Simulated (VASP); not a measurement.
# Ba3ZnN2O (P4/mmm) in VASP: single point with LDA

Aim: the single point of Ba3ZnN2O with LDA.

Program: VASP 6.6.1. These are calculated values, not measurements. Logs are shortened: lines on timing, memory, paths and dates and some standing lists are left out, and cuts for length are marked.

## 1. Starting point

Symmetry: P4/mmm, No. 123, tetragonal system. The conventional cell has a = 4.150 Å, b = 4.150 Å, c = 9.293 Å, α = 90.00°, β = 90.00°, γ = 90.00°. Ba (site symmetry 4mm) is surrounded by 1 O at 2.62 Å and 4 N at 2.94 Å. Around Ba (site symmetry 4/mmm) lie 2 N at 2.79 Å and 4 O at 2.93 Å. Zn (site symmetry 4/mmm) is surrounded by 2 N at 1.85 Å. N (site symmetry 4mm) has 1 Zn at 1.85 Å as nearest neighbours. O (site symmetry 4/mmm) is surrounded by 6 Ba at 2.62 to 2.93 Å.

The cell comes from a database or a generator and needn't be the stable form of this composition.

## 2. Single point, LDA

INCAR

```
SYSTEM = Ba3ZnN2O
ALGO     = Fast           ! electronic algorithm
EDIFF    = 1E-7           ! SCF threshold, eV
ENCUT    = 520            ! plane-wave cutoff, eV
ISIF     = 2              ! what is computed and relaxed
ISMEAR   = -1             ! smearing method
LASPH    = .True.         ! aspherical terms in the spheres
LCHARG   = .False.        ! write CHGCAR
LREAL    = .False.        ! projectors in reciprocal space
LWAVE    = .False.        ! write WAVECAR
NBANDS   = 38             ! bands
NELM     = 100            ! most SCF steps
PREC     = Accurate       ! precision mode
SIGMA    = 0.05           ! smearing width, eV
```

KPOINTS

```
k-points
0
Gamma
  4 4 2
  0 0 0
```

POSCAR

```
Ba3ZnN2O
1.0
    4.1497670000      0.0000000000      0.0000000000
    0.0000000000      4.1497670000      0.0000000000
    0.0000000000      0.0000000000      9.2928310000
Ba Zn N O
3 1 2 1
Direct
    0.0000000000      0.0000000000      0.2178850000
    0.0000000000      0.0000000000      0.7821150000
    0.5000000000      0.5000000000      0.5000000000
    0.5000000000      0.5000000000      0.0000000000
    0.5000000000      0.5000000000      0.8005400000
    0.5000000000      0.5000000000      0.1994600000
    0.0000000000      0.0000000000      0.5000000000
```

Potentials or basis: VASP PAW LDA potentials, release 64 (Ba_sv, Zn, N, O).

Command:

```sh
$ cat potpaw_LDA.64/Ba_sv/POTCAR potpaw_LDA.64/Zn/POTCAR potpaw_LDA.64/N/POTCAR potpaw_LDA.64/O/POTCAR > POTCAR
$ mpirun -np 1 vasp_std > vasp.out
```

OUTCAR:

```text
SYSTEM = Ba3ZnN2O
   EDIFF = 1E-7
   ENCUT = 520
   ISIF = 2
   ISMEAR = -1
   LASPH = .True.
   LREAL = .False.
   NELM = 100
   PREC = Accurate

 ion  position               nearest neighbor table
   1  0.000  0.000  0.218-   7 2.62   6 2.94   6 2.94   6 2.94   6 2.94   4 3.57   4 3.57   4 3.57
                             4 3.57   3 3.93   3 3.93   3 3.93   3 3.93   2 4.05
   2  0.000  0.000  0.782-   7 2.62   5 2.94   5 2.94   5 2.94   5 2.94   4 3.57   4 3.57   4 3.57
                             4 3.57   3 3.93   3 3.93   3 3.93   3 3.93   1 4.05
   3  0.500  0.500  0.500-   5 2.79   6 2.79   7 2.93   7 2.93   7 2.93   7 2.93   2 3.93   2 3.93
                             1 3.93   2 3.93   1 3.93   1 3.93   2 3.93   1 3.93
   4  0.500  0.500  0.000-   5 1.85   6 1.85   1 3.57   2 3.57   1 3.57   2 3.57   1 3.57   2 3.57
                             1 3.57   2 3.57
   5  0.500  0.500  0.801-   4 1.85   3 2.79   2 2.94   2 2.94   2 2.94   2 2.94
   6  0.500  0.500  0.199-   4 1.85   3 2.79   1 2.94   1 2.94   1 2.94   1 2.94
   7  0.000  0.000  0.500-   1 2.62   2 2.62   3 2.93   3 2.93   3 2.93   3 2.93

  LATTYP: Found a simple tetragonal cell.
 ALAT       =     4.1497670000
 C/A-ratio  =     2.2393621136

  Lattice vectors:

 A1 = (   4.1497670000,   0.0000000000,   0.0000000000)
 A2 = (   0.0000000000,   4.1497670000,   0.0000000000)
 A3 = (   0.0000000000,   0.0000000000,   9.2928310000)

Analysis of symmetry for initial positions (statically):
=====================================================================
 Subroutine PRICEL returns:
 Original cell was already a primitive cell.

 Routine SETGRP: Setting up the symmetry group for a
 simple tetragonal supercell.

 Subroutine GETGRP returns: Found 16 space group operations
 (whereof 16 operations were pure point group operations)
 out of a pool of 16 trial point group operations.

The static configuration has the point symmetry D_4h.

Analysis of symmetry for dynamics (positions and initial velocities):
=====================================================================
 Subroutine PRICEL returns:
 Original cell was already a primitive cell.

 Routine SETGRP: Setting up the symmetry group for a
 simple tetragonal supercell.

 Subroutine GETGRP returns: Found 16 space group operations
 (whereof 16 operations were pure point group operations)
 out of a pool of 16 trial point group operations.

The dynamic configuration has the point symmetry D_4h.

 Subroutine INISYM returns: Found 16 space group operations
 (whereof 16 operations are pure point group operations),
 and found     1 'primitive' translations

----------------------------------------------------------------------------------------

                                     Primitive cell

  volume of cell :     160.0278

  direct lattice vectors                    reciprocal lattice vectors
     4.149767000  0.000000000  0.000000000     0.240977385  0.000000000  0.000000000
     0.000000000  4.149767000  0.000000000     0.000000000  0.240977385  0.000000000
     0.000000000  0.000000000  9.292831000     0.000000000  0.000000000  0.107609834

  length of vectors
     4.149767000  4.149767000  9.292831000     0.240977385  0.240977385  0.107609834

  position of ions in fractional coordinates (direct lattice)
     0.000000000  0.000000000  0.217885000
     0.000000000  0.000000000  0.782115000
     0.500000000  0.500000000  0.500000000
     0.500000000  0.500000000  0.000000000
     0.500000000  0.500000000  0.800540000
     0.500000000  0.500000000  0.199460000
     0.000000000  0.000000000  0.500000000

  ion indices of the primitive-cell ions
   primitive index   ion index
                 1           1
                 2           2
                 3           3
                 4           4
                 5           5
                 6           6
                 7           7

----------------------------------------------------------------------------------------

 KPOINTS: k-points

Automatic generation of k-mesh.
 Grid dimensions read from file:
 generate k-points for:    4    4    2

 Generating k-lattice:

  Cartesian coordinates                     Fractional coordinates (reciprocal lattice)
     0.060244346  0.000000000  0.000000000     0.250000000  0.000000000  0.000000000
     0.000000000  0.060244346  0.000000000     0.000000000  0.250000000  0.000000000
     0.000000000  0.000000000  0.053804917     0.000000000  0.000000000  0.500000000

  Length of vectors
     0.060244346  0.060244346  0.053804917

  Shift w.r.t. Gamma in fractional coordinates (k-lattice)
     0.000000000  0.000000000  0.000000000

 Subroutine IBZKPT returns following result:
 ===========================================

 Found     12 irreducible k-points:

 Following reciprocal coordinates:
            Coordinates               Weight
  0.000000  0.000000  0.000000      1.000000
  0.250000  0.000000  0.000000      4.000000
  0.500000  0.000000  0.000000      2.000000
  0.250000  0.250000  0.000000      4.000000
  0.500000  0.250000  0.000000      4.000000
  0.500000  0.500000  0.000000      1.000000
  0.000000  0.000000  0.500000      1.000000
  0.250000  0.000000  0.500000      4.000000
  0.500000  0.000000  0.500000      2.000000
  0.250000  0.250000  0.500000      4.000000
  0.500000  0.250000  0.500000      4.000000
  0.500000  0.500000  0.500000      1.000000
   k-points           NKPTS =     12   k-points in BZ     NKDIM =     12   number of bands    NBANDS=     38
   number of dos      NEDOS =    301   number of ions     NIONS =      7
   total plane-waves  NPLWV =  71680
   dimension x,y,z NGX =    32 NGY =   32 NGZ =   70
   dimension x,y,z NGXF=    64 NGYF=   64 NGZF=  140
   ions per type =               3   1   2   1
   NGX,Y,Z   is equivalent  to a cutoff of  12.82, 12.82, 12.52 a.u.
   NGXF,Y,Z  is equivalent  to a cutoff of  25.64, 25.64, 25.05 a.u.
 SYSTEM =  Ba3ZnN2O
   PREC   = accura    normal or accurate (medium, high low for compatibility)
   ISTART =      0    job   : 0-new  1-cont  2-samecut
   ICHARG =      2    charge: 1-file 2-atom 10-const
   ISPIN  =      1    spin polarized calculation?
   LNONCOLLINEAR =      F non collinear calculations
   LSORBIT =      F    spin-orbit coupling
   LASPH  =      T    aspherical Exc in radial PAW
   ENCUT  =  520.0 eV  38.22 Ry    6.18 a.u.   7.72  7.72 17.28*2*pi/ulx,y,z
   NELM   =    100;   NELMIN=  2; NELMDL= -5     # of ELM steps
   EDIFF  = 0.1E-06   stopping-criterion for ELM
   LREAL  =      F    real-space projection
   EDIFFG = 0.1E-05   stopping-criterion for IOM
   NSW    =      0    number of steps for IOM
   IBRION =     -1    ionic relax: 0-MD 1-quasi-New 2-CG
   NFREE  =      0    steps in history (QN), initial steepest desc. (CG)
   ISIF   =      2    stress and relaxation
   ISYM   =      2    0-nonsym 1-usesym 2-fastsym
   POTIM  = 0.5000    time-step for ionic-motion
   TEBEG  =    0.0;   TEEND  =   0.0 temperature during run
   PSTRESS=    0.0 pullay stress
   NELECT =      58.0000    total number of electrons
   NUPDOWN=      -1.0000    fix difference up-down
   EMIN   =  10.00;   EMAX   =-10.00  energy-range for DOS
   EFERMI =   0.00;   METHOD = LEGACY
   ISMEAR =    -1;   SIGMA  =   0.05  broadening in eV -4-tet -1-fermi 0-gaus
   EFERMI_NEDOS =   21; number of points for ismear=-14 and -15
   IALGO  =     68    algorithm
   IMIX   =      4    mixing-type and parameters
     AMIX     =   0.40;   BMIX     =  1.00
     AMIX_MAG =   1.60;   BMIX_MAG =  1.00
  volume/ion in A,a.u.               =      22.86       154.27
  Fermi-wavevector in a.u.,A,eV,Ry     =   1.167219  2.205724 18.536579  1.362400
  Thomas-Fermi vector in A             =   2.303722
   LORBIT       =      0    0 simple, 1 ext, 2 COOP (PROOUT), +10 PAW based schemes
   GGA     = CA    functional components
   LHFCALC =     F    Hartree Fock is set to
   AEXX    =    0.0000 exact exchange contribution
   IVDW    =     0    specifies the selected vdW correction
   LEPSILON=     F    determine dielectric tensor
   LRPA    =     F    only Hartree local field effects (RPA)
 non-spin polarized calculation
 RMM-DIIS sequential band-by-band and
  energy-cutoff  :      520.00
  volume of cell :      160.03
 maximum number of plane-waves:      4338
 NGX is ok and might be reduce to    32
   NGX = 15   NGY = 15   NGZ = 35

 number of electron      57.9999993 magnetization

 Free energy of the ion-electron system (eV)
  ---------------------------------------------------
  ext. energy  EPLUGINS =         0.00000000
  ---------------------------------------------------
  free energy    TOTEN  =       -39.96752144 eV

  energy without entropy =      -39.96509502  energy(sigma->0) =      -39.96630823

 E-fermi :   2.5119     XC(G=0):  -9.7380

 val. band max:        2.3386216660   @ k =   0.0000   0.0000   0.5000
 cond. band min:       2.6685717767   @ k =   0.5000   0.5000   0.5000
 fundamental gap:      0.3299501106
 Fermi energy:         2.5119260946

 k-point     1 :       0.0000    0.0000    0.0000
  band No.  band energies     occupation
      1     -25.0774      2.00000
      2     -24.6115      2.00000
      3     -24.6046      2.00000
      4     -14.3274      2.00000
      5     -10.9421      2.00000
      6     -10.4175      2.00000
[... 30 lines left out ...]
     37       6.2472      0.00000
     38       6.3611      0.00000

 k-point     2 :       0.2500    0.0000    0.0000
  band No.  band energies     occupation
      1     -25.0430      2.00000
      2     -24.6027      2.00000
      3     -24.5835      2.00000
      4     -14.4453      2.00000
      5     -11.2047      2.00000
      6     -11.0006      2.00000
[... 30 lines left out ...]
     37       6.2992      0.00000
     38       7.0332      0.00000

 k-point     3 :       0.5000    0.0000    0.0000
  band No.  band energies     occupation
      1     -25.0073      2.00000
      2     -24.5950      2.00000
      3     -24.5622      2.00000
      4     -14.5622      2.00000
      5     -11.4940      2.00000
      6     -11.3784      2.00000
[... 30 lines left out ...]
     37       7.2414      0.00000
     38       7.6928      0.00000

 k-point     4 :       0.2500    0.2500    0.0000
  band No.  band energies     occupation
      1     -25.0158      2.00000
      2     -24.5891      2.00000
      3     -24.5635      2.00000
      4     -14.4498      2.00000
      5     -11.1800      2.00000
      6     -10.9805      2.00000
[... 30 lines left out ...]
     37       6.7477      0.00000
     38       7.1161      0.00000
[... 211 lines left out ...]
      4     -14.4406      2.00000
      5     -11.3824      2.00000
      6     -10.6201      2.00000
[... 30 lines left out ...]
     37       7.1009      0.00000
     38       7.3566      0.00000

 k-point    11 :       0.5000    0.2500    0.5000
  band No.  band energies     occupation
      1     -24.9880      2.00000
      2     -24.5695      2.00000
      3     -24.5497      2.00000
      4     -14.4518      2.00000
      5     -11.4323      2.00000
      6     -10.8362      2.00000
[... 30 lines left out ...]
     37       7.2136      0.00000
     38       7.7617      0.00000

 k-point    12 :       0.5000    0.5000    0.5000
  band No.  band energies     occupation
      1     -24.9685      2.00000
      2     -24.5503      2.00000
      3     -24.5306      2.00000
      4     -14.3397      2.00000
      5     -10.9610      2.00000
      6     -10.8229      2.00000
[... 30 lines left out ...]
     37       6.4382      0.00000
     38       6.8920      0.00000

------------------------ aborting loop because EDIFF is reached ----------------------------------------

  FORCE on cell =-STRESS in cart. coord.  units (eV):
  Direction    XX          YY          ZZ          XY          YZ          ZX
  --------------------------------------------------------------------------------------
  -------------------------------------------------------------------------------------
  Total       -4.2356091     -4.2356091     -6.3249372      0.0000000     -0.0000000     -0.0000000
  in kB      -42.4063594    -42.4063594    -63.3244367      0.0000000     -0.0000000     -0.0000000
  external PRESSURE =     -49.3790518 kB  Pullay stress =       0.0000000 kB

 VOLUME and BASIS-vectors are now :
 -----------------------------------------------------------------------------
  energy-cutoff  :      520.00
  volume of cell :      160.03
      direct lattice vectors                 reciprocal lattice vectors
     4.149767000  0.000000000  0.000000000     0.240977385  0.000000000  0.000000000
     0.000000000  4.149767000  0.000000000     0.000000000  0.240977385  0.000000000
     0.000000000  0.000000000  9.292831000     0.000000000  0.000000000  0.107609834

 POSITION                                       TOTAL-FORCE (eV/Angst)
 -----------------------------------------------------------------------------------
      0.00000      0.00000      2.02477         0.000000      0.000000      0.158070
      0.00000      0.00000      7.26806        -0.000000     -0.000000     -0.158070
      2.07488      2.07488      4.64642         0.000000     -0.000000      0.000000
      2.07488      2.07488      0.00000         0.000000     -0.000000      0.000000
      2.07488      2.07488      7.43928         0.000000     -0.000000      0.463107
      2.07488      2.07488      1.85355         0.000000      0.000000     -0.463107
      0.00000      0.00000      4.64642         0.000000     -0.000000      0.000000
 -----------------------------------------------------------------------------------
    total drift:                                0.000000     -0.000000     -0.000000

  FREE ENERGIE OF THE ION-ELECTRON SYSTEM (eV)
  ---------------------------------------------------
  free  energy   TOTEN  =       -39.9675214392 eV

  energy  without entropy=      -39.9650950160  energy(sigma->0) =      -39.96630823
```

Wall time 59 s (1 thread of Intel Xeon 6975P-C (Granite Rapids), shared host); peak memory 0.25 GiB.

Results:

* Free energy: -39.9675 eV
* Pressure: -4.9 GPa
* Largest force: 0.463 eV/Å
* Band gap on the k mesh: 0.33 eV, indirect (least direct gap 0.40 eV)

Forces in eV/Å, atoms in the order of the input:
```
Ba   0.000  0.000  0.158
Ba   0.000  0.000 -0.158
Ba   0.000  0.000  0.000
Zn   0.000  0.000  0.000
N    0.000  0.000  0.463
N    0.000  0.000 -0.463
O    0.000  0.000  0.000
```

Stress tensor (GPa, compression positive):
```
-4.24  0.00  0.00
 0.00 -4.24  0.00
 0.00  0.00 -6.33
```

Caveat: spin-orbit coupling is left out, which moves the levels of the heavy elements.
